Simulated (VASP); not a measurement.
A VASP calculation is set up with these files.

File KPOINTS:
```
Automatic mesh
0
Gamma
8 8 8
0 0 0
```

### INCAR
```
ALGO  =  Normal
EDIFF  =  1E-6
EDIFFG  =  -0.02
ENCUT  =  620
GGA  =  PE
IBRION  =  2
ISIF  =  3
ISMEAR  =  0
LASPH  =  .True.
LCHARG  =  .False.
LMAXMIX  =  6
LREAL  =  .False.
LWAVE  =  .False.
NELM  =  100
NSW  =  40
PREC  =  Accurate
SIGMA  =  0.05
SYSTEM  =  HfO2
```

POSCAR:
```
HfO2
1
    0.0000000000     2.5362095691     2.5362095691
    2.5362095691     0.0000000000     2.5362095691
    2.5362095691     2.5362095691     0.0000000000
Hf O
1 2
Direct
  0.0000000000   0.0000000000   0.0000000000
  0.2500000000   0.2500000000   0.2500000000
  0.7500000000   0.7500000000   0.7500000000
```

POTCAR, in this order: Hf_pv O (PBE.64 set). Program: vasp_std.

Task: Translate this PBE calculation to Ansatz.

Result: One equivalent input (not run):
Ansatz 0.2 input:
```yaml
crystal:
  lattice:
    - [0.0000000, 2.5362096, 2.5362096]
    - [2.5362096, 0.0000000, 2.5362096]
    - [2.5362096, 2.5362096, 0.0000000]
  atoms:
    - { symbol: Hf, position: [0.0000000, 0.0000000, 0.0000000] }
    - { symbol: O, position: [0.2500000, 0.2500000, 0.2500000] }
    - { symbol: O, position: [0.7500000, 0.7500000, 0.7500000] }
kpoints:
  mp_grid: { grid: [8, 8, 8] }
hamiltonian:
  xc: pbe
  pseudopotentials: { kind: paw }
scf:
  occupations: { method: gaussian, width: 0.05 }
  max_iter: 100
relax:
  max_steps: 40
  f_tol: 0.02
  cell: {}
output: { forces: true, stress: true, eigenvalues: true }
```
What does not carry over: each code has its own PAW files, so the cut-off isn't converted (ENCUT is set for VASP's; basis.ecutwfc is left out, and Ansatz then takes the one that its files recommend); Ansatz stops its SCF on the density residual and VASP on the energy change (EDIFF).

The compound is HfO2 in the fluorite structure, the high-temperature cubic form, which is unstable at 0 K; the monoclinic form is the stable one. This run relaxes it. Symmetry was kept, so distortions that lower it aren't found.
